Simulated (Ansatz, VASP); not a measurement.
# Cross-check of In2S between VASP and Ansatz, part 2 of 2

Wanted: the spread between two codes on one cell, functional and k mesh. The cell is generated by rule, not measured, and may not be a known phase. The two relaxations start from unlike cells of this crystal (the structure described is Ansatz's start), so only their ends are compared.

VASP 6.6.1 and Ansatz 0.2.0.

So far: The structure; Ansatz: relaxation of cell and atoms, PBEsol.

## 3. VASP: relaxation of cell and atoms, PBEsol

Level of this step: PBEsol; plane waves and PAW (S, In_d); invented cell (VASP).

Its own start cell and the same functional, mesh and smearing now go to VASP, with its own data sets.

Lines of VASP's logs that name or quote its potential files are left out, and so is its time.

The input, INCAR:

```
SYSTEM = In2S
PREC = Accurate
ENCUT = 500
EDIFF = 1E-07
NELM = 120
ISMEAR = 1
SIGMA = 0.15
LREAL = .FALSE.
ALGO = Normal
GGA = PS
NBANDS = 39
LORBIT = 11
LWAVE = .FALSE.
LCHARG = .FALSE.
ISIF = 3
IBRION = 2
NSW = 80
EDIFFG = -0.005
LASPH = .TRUE.
GGA_COMPAT = .FALSE.
NELMIN = 4
KPAR = 2
```

The input, POSCAR:

```
In2S
1.0
    0.0000000000     -4.3724057493     -4.3724057493
    0.0000000000      2.6240316374     -2.6240316374
    6.6920718873      0.0000000000      0.0000000000
S In
2 4
Direct
    0.3498290625      0.5000000000      0.5000000000
    0.1501709375      0.0000000000      0.0000000000
    0.9625338463      0.5000000000      0.7379272005
    0.5374661537      0.0000000000      0.2379272005
    0.9625338463      0.5000000000      0.2620727995
    0.5374661537      0.0000000000      0.7620727995
```

The input, KPOINTS:

```
Automatic mesh
0
Gamma
6 6 6
0 0 0
```

Potentials, in the order of the species: S and In_d (PBE family, release 64).

The run is started by

```sh
$ mpirun -np 2 vasp_std
```

Numbers of over 12 decimals in the logs are rounded to 6 here.

The program printed:

```text
[banner, memory and clock lines left out]
running    2 mpi-ranks, on    1 nodes
 distrk:  each k-point on    1 cores,    2 groups
 distr:  one band on    1 cores,    1 groups

 POSCAR found type information on POSCAR S In
 POSCAR found :  2 types and       6 ions
|                                                                             |
|               ----> ADVICE to this user running VASP <----                  |
|                                                                             |
|     You enforced a specific xc type in the INCAR file but a different       |
|     [... a line on the potential file left out ...]
|     I HOPE YOU KNOW WHAT YOU ARE DOING!                                     |
|                                                                             |

 LDA part: xc-table for (Slater+PW92), standard interpolation
 POSCAR, INCAR and KPOINTS ok, starting setup
 FFT: planning ... GRIDC
 FFT: planning ... GRID_SOFT
 FFT: planning ... GRID
 WAVECAR not read
 entering main loop
       N       E                     dE             d eps       ncg     rms          rms(c)
DAV:   1     0.635687893262E+03    0.63569E+03   -0.29184E+04  4999   0.200E+03
DAV:   2     0.621403981737E+02   -0.57355E+03   -0.55945E+03  4999   0.502E+02
DAV:   3    -0.179537056400E+02   -0.80094E+02   -0.77076E+02  6226   0.197E+02
DAV:   4    -0.226471541123E+02   -0.46934E+01   -0.46478E+01  5965   0.480E+01
DAV:   5    -0.228523863166E+02   -0.20523E+00   -0.20519E+00  6842   0.897E+00    0.104E+01
DAV:   6    -0.220978485681E+02    0.75454E+00   -0.14319E+00  7201   0.138E+01    0.634E+00
DAV:   7    -0.221018798173E+02   -0.40312E-02   -0.84890E-01  7188   0.477E+00    0.186E+00
DAV:   8    -0.220905446803E+02    0.11335E-01   -0.66436E-02  7357   0.228E+00    0.111E+00
DAV:   9    -0.220896940990E+02    0.85058E-03   -0.14278E-02  6522   0.666E-01    0.375E-01
DAV:  10    -0.220897335376E+02   -0.39439E-04   -0.11241E-03  7244   0.231E-01    0.183E-01
DAV:  11    -0.220897482675E+02   -0.14730E-04   -0.10935E-04  7209   0.106E-01    0.400E-02
DAV:  12    -0.220897519123E+02   -0.36448E-05   -0.23960E-05  6042   0.258E-02    0.105E-02
DAV:  13    -0.220897522968E+02   -0.38449E-06   -0.33700E-06  7664   0.156E-02    0.559E-03
DAV:  14    -0.220897525578E+02   -0.26105E-06   -0.40525E-07  5238   0.395E-03    0.211E-03
DAV:  15    -0.220897526247E+02   -0.66848E-07   -0.51884E-08  3371   0.177E-03
   1 F= -.22089753E+02 E0= -.22089947E+02  d E =-.220898E+02
[...]
2 F= -.22089893E+02 E0= -.22090106E+02  d E =-.140013E-03
[...]
3 F= -.22089951E+02 E0= -.22090191E+02  d E =-.198383E-03
[...]
4 F= -.22090014E+02 E0= -.22090246E+02  d E =-.634611E-04
[...]
5 F= -.22090014E+02 E0= -.22090245E+02  d E =-.634492E-04
[...]
6 F= -.22090024E+02 E0= -.22090244E+02  d E =-.954791E-05
[...]
7 F= -.22090026E+02 E0= -.22090240E+02  d E =-.117507E-04
 curvature:  -1.04 expect dE=-0.387E-05 dE for cont linesearch -0.350E-06
 ZBRENT: increasing intervall
 opt :   3.1568  next Energy=   -22.090025 (dE=-0.109E-04)
 bond charge predicted
       N       E                     dE             d eps       ncg     rms          rms(c)
DAV:   1    -0.220900682787E+02   -0.42132E-04   -0.21464E-03  5949   0.405E-01    0.462E-02
DAV:   2    -0.220900364338E+02    0.31845E-04   -0.17152E-04  6936   0.159E-01    0.201E-02
DAV:   3    -0.220900259011E+02    0.10533E-04   -0.22088E-05  6505   0.556E-02    0.874E-03
DAV:   4    -0.220900254204E+02    0.48067E-06   -0.55827E-06  6985   0.186E-02    0.376E-03
DAV:   5    -0.220900257130E+02   -0.29260E-06   -0.77195E-07  5467   0.781E-03    0.230E-03
DAV:   6    -0.220900258092E+02   -0.96135E-07   -0.94341E-08  2736   0.261E-03
   8 F= -.22090026E+02 E0= -.22090229E+02  d E =-.113521E-04
 curvature:   2.40 expect dE= 0.251E-04 dE for cont linesearch  0.252E-05
 trial: gam= 0.00000 g(F)=  0.215E-05 g(S)=  0.833E-05 ort =-0.328E-05 (trialstep = 0.163E+01)
 search vector abs. value=  0.105E-04
 reached required accuracy - stopping structural energy minimisation
```

Parts of OUTCAR (step 3):

```text
ion  position               nearest neighbor table
   1  0.350  0.500  0.500-   4 2.80   6 2.80   4 2.80   6 2.80   5 2.88   3 2.88
   2  0.150  0.000  0.000-   3 2.80   5 2.80   3 2.80   5 2.80   4 2.88   6 2.88
   3  0.963  0.500  0.738-   2 2.80   2 2.80   1 2.88   5 3.18   6 3.22   6 3.22   5 3.51   6 4.01
                             6 4.01
   4  0.537  0.000  0.238-   1 2.80   1 2.80   2 2.88   6 3.18   5 3.22   5 3.22   6 3.51   5 4.01
                             5 4.01
   5  0.963  0.500  0.262-   2 2.80   2 2.80   1 2.88   3 3.18   4 3.22   4 3.22   3 3.51   4 4.01
                             4 4.01
   6  0.537  0.000  0.762-   1 2.80   1 2.80   2 2.88   4 3.18   3 3.22   3 3.22   4 3.51   3 4.01
                             3 4.01

  LATTYP: Found a simple orthorhombic cell.
 ALAT       =     3.7109411297
 B/A-ratio  =     1.6662930763
 C/A-ratio  =     1.8033355026

 Subroutine GETGRP returns: Found  8 space group operations
 (whereof  4 operations were pure point group operations)

The static configuration has the point symmetry C_2v.
 The point group associated with its full space group is D_2h.

 Found     64 irreducible k-points:

   k-points           NKPTS =     64   k-points in BZ     NKDIM =     64   number of bands    NBANDS=     39

   dimension x,y,z NGX =    48 NGY =   28 NGZ =   50
   dimension x,y,z NGXF=    96 NGYF=   56 NGZF=  100

   ENCUT  =  500.0 eV  36.75 Ry    6.06 a.u.  11.27  6.77 12.20*2*pi/ulx,y,z

   NELECT =      64.0000    total number of electrons

 k-points in reciprocal lattice and weights: Automatic mesh
   0.00000000  0.00000000  0.00000000       0.005
   0.16666667  0.00000000  0.00000000       0.009
   0.33333333  0.00000000  0.00000000       0.009
   0.50000000  0.00000000  0.00000000       0.005
   0.00000000  0.16666667  0.00000000       0.009
   0.16666667  0.16666667  0.00000000       0.019
   0.33333333  0.16666667  0.00000000       0.019
   0.50000000  0.16666667  0.00000000       0.009
   0.00000000  0.33333333  0.00000000       0.009
[...]
0.33333333  0.50000000  0.50000000       0.009
   0.50000000  0.50000000  0.50000000       0.005

 average (electrostatic) potential at core
       1 -85.6838       2 -85.6838       3 -94.8569       4 -94.8569       5 -94.8569
       6 -94.8569

 E-fermi :   6.1653

 k-point     1 :       0.0000    0.0000    0.0000
  band No.  band energies     occupation
    ...
     28       3.5194      2.00000
     29       3.7037      2.00000
     30       4.2530      2.00000
     31       4.3968      2.00000
     32       5.6889      2.00007
     33       7.3148     -0.00000
     34       7.3805     -0.00000
     35       9.3399      0.00000
     36      10.4702      0.00000
     37      10.6569      0.00000
    ...

 k-point     2 :       0.1667    0.0000    0.0000
  band No.  band energies     occupation
    ...
     28       3.7304      2.00000
     29       3.9608      2.00000
     30       4.3838      2.00000
     31       4.6086      2.00000
     32       6.0447      1.98240
     33       6.4569     -0.01910
     34       7.9723     -0.00000
     35       9.0001     -0.00000
     36      10.4849      0.00000
     37      10.5021      0.00000
    ...

 k-point     3 :       0.3333    0.0000    0.0000
  band No.  band energies     occupation
    ...
     28       3.7888      2.00000
     29       4.3232      2.00000
     30       4.3535      2.00000
     31       4.8520      2.00000
     32       5.9399      2.05506
     33       7.1042     -0.00000
     34       7.9246     -0.00000
     35       8.5725     -0.00000
     36       9.9982      0.00000
     37      10.0323      0.00000
    ...

  Total        0.0152538      0.0180552      0.0180552      0.0000000      0.0086951      0.0000000
  in kB        0.1591103      0.1883313      0.1883313      0.0000000      0.0906969      0.0000000
  external PRESSURE =       0.1785910 kB  Pullay stress =       0.0000000 kB

  energy-cutoff  :      500.00
  volume of cell :      153.60
      direct lattice vectors                 reciprocal lattice vectors
     0.000000000 -4.384893210 -4.384893210     0.000000000 -0.114027862 -0.114027862
     0.000000000  2.620752597 -2.620752597     0.000000000  0.190784892 -0.190784892
     6.683073843  0.000000000  0.000000000     0.149631745  0.000000000  0.000000000

 POSITION                                       TOTAL-FORCE (eV/Angst)
 -----------------------------------------------------------------------------------
      3.34154     -0.22225     -2.84300        -0.000000      0.002832      0.002832
      0.00000      1.96093     -3.28058        -0.000000     -0.002832     -0.002832
      4.93176     -2.91056     -5.53132         0.000602      0.001174      0.001174
      1.59023     -2.35640     -2.35640         0.000602     -0.001174     -0.001174
      1.75131     -2.91056     -5.53132        -0.000602      0.001174      0.001174
      5.09285     -2.35640     -2.35640        -0.000602     -0.001174     -0.001174
 -----------------------------------------------------------------------------------
    total drift:                                0.000000     -0.000000     -0.000000

  FREE ENERGIE OF THE ION-ELECTRON SYSTEM (eV)
  ---------------------------------------------------
  free  energy   TOTEN  =       -22.0900258092 eV

  energy  without entropy=      -22.0906341556  energy(sigma->0) =      -22.09022859

 reached required accuracy - stopping structural energy minimisation

 total charge
# of ion       s       p       d       tot
------------------------------------------
    1        1.358   2.293   0.000   3.651
    2        1.358   2.293   0.000   3.651
    3        1.030   0.407   9.866  11.303
    4        1.030   0.407   9.866  11.303
    5        1.030   0.407   9.866  11.303
    6        1.030   0.407   9.866  11.303
--------------------------------------------------
tot          6.837   6.216  39.464  52.517

[... 3 further parts left out ...]
```

CONTCAR:

```
In2S
   1.00000000000000
     0.0000000000000000   -4.3848932104507536   -4.3848932104507536
     0.0000000000000000    2.6207525970248144   -2.6207525970248144
     6.6830738433544381    0.0000000000000000    0.0000000000000000
  S               In
     2     4
Direct
     0.3495235876259932    0.5000000000000000    0.5000000000000000
     0.1504764123740068    1.0000000000000000    0.0000000000000000
     0.9626098251593399    0.5000000000000000    0.7379482952746549
     0.5373901748406601    0.0000000000000000    0.2379482952746549
     0.9626098251593399    0.5000000000000000    0.2620517047253451
     0.5373901748406601    0.0000000000000000    0.7620517047253451
```

The k-mesh is coarse for a metal. The run keeps the 8 symmetry operations of its start, so it cannot find a distortion of lower symmetry.

## 4. Comparison

Known differences besides the potentials themselves: the cutoff is 420 eV in Ansatz and 500 eV in VASP; Ansatz makes its cores anew for this functional, VASP keeps those of its PBE data sets; Ansatz adds a Pulay correction to the stress that steers its cell, VASP none. Total energies have different zeros and are not compared.

Compared:

| quantity | Ansatz | VASP | difference |
| --- | --- | --- | --- |
| volume (Å³) | 153.85 | 153.60 | +0.16 % |
| edge a after relaxation, in the typed setting (Å) | 6.203 | 6.201 | +0.03 % |
| edge b after relaxation, in the typed setting (Å) | 3.710 | 3.706 | +0.10 % |
| edge c after relaxation, in the typed setting (Å) | 6.685 | 6.683 | +0.03 % |

## 5. Outcome

| Item | Value |
| --- | --- |
| difference in volume (relaxation of cell and atoms, PBEsol) | 0.16 % |

What this shows: The difference in volume is 0.16 % (relaxation of cell and atoms, PBEsol), within the 1.2 % picked in this series as the mark of a large difference, as far as the stopping tolerances let one tell. How closely two codes agree says nothing of how well the functional describes the real material.

[Lines on the potential files, build, host, timing and source positions are cut from VASP's logs without a mark.]

[Logs are printed without paths, hosts, clocks, repeated set-up lines and the standing remarks that a program may print on its own settings, such as how far it seeks lower states.]

[Hosts, paths, dates, database ids (printed as entryN), source tags and the programs' standing remarks are cut or masked in the printed files.]
